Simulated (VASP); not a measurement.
These are PBE GGA with D4 dispersion, VASP's PBE PAW potentials (set 64) (plane waves; VASP) values and carry that method's errors.

Input for VASP

POSCAR:
```
Ag
2.9126410
  0.0000000000   0.7071066639   0.7071066639
  0.7071066639   0.0000000000   0.7071066639
  0.7071066639   0.7071066639   0.0000000000
Ag
1
Cart
  0.0000000000   0.0000000000   0.0000000000
```

KPOINTS:
```
Automatic mesh
0
Gamma
15 15 15
0 0 0
```

**INCAR**
```
# general
SYSTEM  = Ag
PREC    = Accurate
ENCUT   = 520   # plane-wave cut-off (eV)
LREAL   = F
LASPH   = T

# electronic loop
EDIFF   = 1E-7
NELM    = 100   # most electronic steps
ALGO    = Normal
LMAXMIX = 4

# smearing
ISMEAR  = 1   # Methfessel-Paxton
SIGMA   = 0.1

# functional
GGA     = PE   # PBE
IVDW    = 13   # D4

# ions
ISIF    = 2   # forces and stress, cell fixed

# output
LWAVE   = F
LCHARG  = F
```

POTCAR, in this order: Ag (PBE.64 set). Program: vasp_std.

Task: What does the run give for the energy per atom (σ→0), dispersion energy, pressure, band gap (on the k-mesh)?

Result: 
```json
{
 "energy per atom (σ→0)": "-3.266 eV/atom",
 "dispersion_energy": "-0.555 eV",
 "band gap (on the k-mesh)": "none (metal, semimetal or under 0.01 eV)",
 "pressure": "-2.98 GPa"
}
```

File OSZICAR:
```
...
DAV:   6    -0.272126999109E+01    0.24083E+00   -0.11625E+00  2196   0.117E+01    0.322E+00
DAV:   7    -0.271395951722E+01    0.73105E-02   -0.91846E-03  2319   0.107E+00    0.182E+00
DAV:   8    -0.271122447668E+01    0.27350E-02   -0.69778E-04  2239   0.261E-01    0.656E-02
DAV:   9    -0.271123348552E+01   -0.90088E-05   -0.83939E-06  2574   0.291E-02    0.142E-02
DAV:  10    -0.271123965786E+01   -0.61723E-05   -0.39096E-06  2354   0.249E-02    0.374E-03
DAV:  11    -0.271123937440E+01    0.28346E-06   -0.90444E-08  1804   0.327E-03    0.456E-04
DAV:  12    -0.271123932689E+01    0.47513E-07   -0.58227E-09  1104   0.868E-04
   1 F= -.32663235E+01 E0= -.32661926E+01  d E =-.392539E-03
```

The compound is Ag in the fcc structure. This cell is one point of a volume scan, at 1.03 of the reference volume.
